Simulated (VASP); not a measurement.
OSZICAR of a VASP run on Bi$_{2}$Te$_{3}$ (tetradymite):

**OSZICAR**
```
       N       E                     dE             d eps       ncg     rms          rms(c)
DAV:   1     0.443581346830E+03    0.44358E+03   -0.21964E+04  2464   0.166E+03
DAV:   2     0.301075649322E+02   -0.41347E+03   -0.40363E+03  2652   0.416E+02
DAV:   3    -0.164092428128E+02   -0.46517E+02   -0.44421E+02  3188   0.150E+02
DAV:   4    -0.184780767310E+02   -0.20688E+01   -0.20433E+01  2816   0.321E+01
DAV:   5    -0.185820782705E+02   -0.10400E+00   -0.10372E+00  3632   0.728E+00    0.776E+00
DAV:   6    -0.183078991677E+02    0.27418E+00   -0.69538E-01  2836   0.525E+00    0.589E+00
DAV:   7    -0.183195341755E+02   -0.11635E-01   -0.29452E-01  3152   0.241E+00    0.123E+00
DAV:   8    -0.183210002705E+02   -0.14661E-02   -0.31162E-02  2772   0.111E+00    0.638E-01
DAV:   9    -0.183206638338E+02    0.33644E-03   -0.44918E-03  2872   0.439E-01    0.354E-01
DAV:  10    -0.183210053881E+02   -0.34155E-03   -0.15670E-03  3052   0.190E-01    0.897E-02
DAV:  11    -0.183210482878E+02   -0.42900E-04   -0.84986E-05  3568   0.516E-02    0.555E-02
DAV:  12    -0.183210521471E+02   -0.38593E-05   -0.16253E-05  3092   0.216E-02    0.184E-02
DAV:  13    -0.183210533784E+02   -0.12313E-05   -0.80775E-06  2388   0.124E-02    0.661E-03
DAV:  14    -0.183210531476E+02    0.23073E-06   -0.86006E-07  2492   0.514E-03    0.526E-03
DAV:  15    -0.183210533295E+02   -0.18192E-06   -0.12614E-07  1812   0.287E-03    0.615E-04
DAV:  16    -0.183210533423E+02   -0.12747E-07   -0.12469E-07  1824   0.165E-03
   1 F= -.20574173E+02 E0= -.20574173E+02  d E =0.000000E+00
```

**Question.** Which electronic solver shows in the log?

**Answer.** It is blocked Davidson (ALGO = Normal, or the opening steps of other solvers). The INCAR had ALGO = Normal.

**Question.** Can the final energy be trusted as converged?

**Answer.** The calculation finished and met its thresholds. It stopped with EDIFF = 1E-7, NELM = 100 (PBE GGA with D3 dispersion (Becke-Johnson damping), plane waves, VASP's PBE PAW potentials (set 64)).

The compound is Bi2Te3 in the tetradymite structure. It was relaxed first.
